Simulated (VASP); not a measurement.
Level of theory: PBEsol GGA, VASP's PBE PAW potentials (set 64) (plane waves; VASP).

Input for VASP

**POSCAR**
```
MoV3
1
   -2.9974444436     2.8986818159     2.9974444436
    2.8986818159    -2.9974444436     2.9974444436
    1.5481035357     1.5481035357    -1.5481035357
V Mo
3 1
Direct
  0.0000000000   0.0000000000   0.0000000000
  0.0000000000   0.5000000000   0.0000000000
  0.5000000000   0.0000000000   0.0000000000
  0.5000000000   0.5000000000   0.0000000000
```

**INCAR**
```
! general
SYSTEM  = MoV3
PREC    = Accurate
ENCUT   = 400
LREAL   = .FALSE.
LASPH   = .TRUE.

! electronic loop
EDIFF   = 1E-7
NELM    = 100
ALGO    = Normal
LMAXMIX = 4

! smearing
ISMEAR  = -5

! functional
GGA     = PS

! ions
ISIF    = 2

! output
LWAVE   = .FALSE.
LCHARG  = .TRUE.
LORBIT  = 11
NEDOS   = 601
```

**KPOINTS**
```
Automatic mesh
0
Gamma
8 8 16
0 0 0
```

POTCAR, in this order: V_sv Mo_sv (PBE.64 set). Program: vasp_std.

The resulting files:

### OSZICAR
```
       N       E                     dE             d eps       ncg     rms          rms(c)
DAV:   1     0.675854348369E+03    0.67585E+03   -0.27094E+04  7806   0.163E+03
DAV:   2    -0.598457070370E+01   -0.68184E+03   -0.67402E+03  7857   0.588E+02
DAV:   3    -0.454514590435E+02   -0.39467E+02   -0.38375E+02 10627   0.138E+02
DAV:   4    -0.464618719584E+02   -0.10104E+01   -0.99888E+00  9581   0.208E+01
DAV:   5    -0.464820420347E+02   -0.20170E-01   -0.20182E-01  9247   0.292E+00    0.391E+01
DAV:   6    -0.433982919499E+02    0.30838E+01   -0.52748E+01 10442   0.562E+01    0.136E+01
DAV:   7    -0.419366425303E+02    0.14616E+01   -0.44470E+01 10322   0.296E+01    0.995E+00
DAV:   8    -0.409336635713E+02    0.10030E+01   -0.94303E+00 10338   0.170E+01    0.213E+00
DAV:   9    -0.409192331004E+02    0.14430E-01   -0.25714E-01  9316   0.300E+00    0.883E-01
DAV:  10    -0.409179863744E+02    0.12467E-02   -0.27030E-02 10300   0.107E+00    0.569E-01
DAV:  11    -0.409169395987E+02    0.10468E-02   -0.15199E-02 10133   0.615E-01    0.904E-02
DAV:  12    -0.409167744498E+02    0.16515E-03   -0.13906E-03  9930   0.190E-01    0.289E-02
DAV:  13    -0.409167869871E+02   -0.12537E-04   -0.65511E-05  9789   0.504E-02    0.959E-03
DAV:  14    -0.409167843424E+02    0.26447E-05   -0.25313E-06  9298   0.116E-02    0.244E-03
DAV:  15    -0.409167841893E+02    0.15306E-06   -0.16067E-07  6543   0.315E-03    0.125E-03
DAV:  16    -0.409167832841E+02    0.90518E-06   -0.81800E-08  5762   0.197E-03    0.234E-04
DAV:  17    -0.409167833296E+02   -0.45497E-07   -0.19692E-08  5394   0.855E-04
   1 F= -.40916783E+02 E0= -.40916783E+02  d E =0.000000E+00
```

**OUTCAR**
```
------------------------ aborting loop because EDIFF is reached ----------------------------------------
  FORCE on cell =-STRESS in cart. coord.  units (eV):
  Direction    XX          YY          ZZ          XY          YZ          ZX
  --------------------------------------------------------------------------------------
  Total       -0.0318199     -0.0318199     -0.0318199     -0.0007160      0.0007160      0.0007160
  in kB       -0.9472759     -0.9472759     -0.9472759     -0.0213158      0.0213158      0.0213158
  external PRESSURE =      -0.9472759 kB  Pullay stress =       0.0000000 kB
  volume of cell :       53.82
      direct lattice vectors                 reciprocal lattice vectors
    -2.997444444  2.898681816  2.997444444     0.000000000  0.169602881  0.169602881
     2.898681816 -2.997444444  2.997444444     0.169602881  0.000000000  0.169602881
     1.548103536  1.548103536 -1.548103536     0.328385797  0.328385797  0.010819965
 POSITION                                       TOTAL-FORCE (eV/Angst)
 -----------------------------------------------------------------------------------
      0.00000      0.00000      0.00000        -0.000000     -0.000000      0.000000
      1.44934     -1.49872      1.49872        -0.000000     -0.000000     -0.000000
     -1.49872      1.44934      1.49872         0.000000      0.000000     -0.000000
     -0.04938     -0.04938      2.99744         0.000000      0.000000     -0.000000
 -----------------------------------------------------------------------------------
    total drift:                               -0.000000     -0.000000      0.000000
  FREE ENERGIE OF THE ION-ELECTRON SYSTEM (eV)
  ---------------------------------------------------
  free  energy   TOTEN  =       -40.9167833296 eV

  energy  without entropy=      -40.9167833296  energy(sigma->0) =      -40.91678333

 total charge

# of ion       s       p       d       tot
------------------------------------------
    1        2.345   6.240   3.128  11.713
    2        2.345   6.240   3.128  11.713
    3        2.345   6.240   3.128  11.713
    4        2.426   6.189   4.122  12.737
--------------------------------------------------
tot          9.462  24.909  13.507  47.878
```
(Selected blocks of OUTCAR.)

For a metal the tetrahedron method with Blöchl corrections gives inexact stress and forces.

The structure was generated: MoV3 was put into an ordered model structure (R-3m), which need not be its known phase. It was relaxed first, which changed the volume by -6 %. The run is not spin-polarised, so no magnetic state was tried. The electron count is odd and the run is not spin-polarised, which forces a metal.
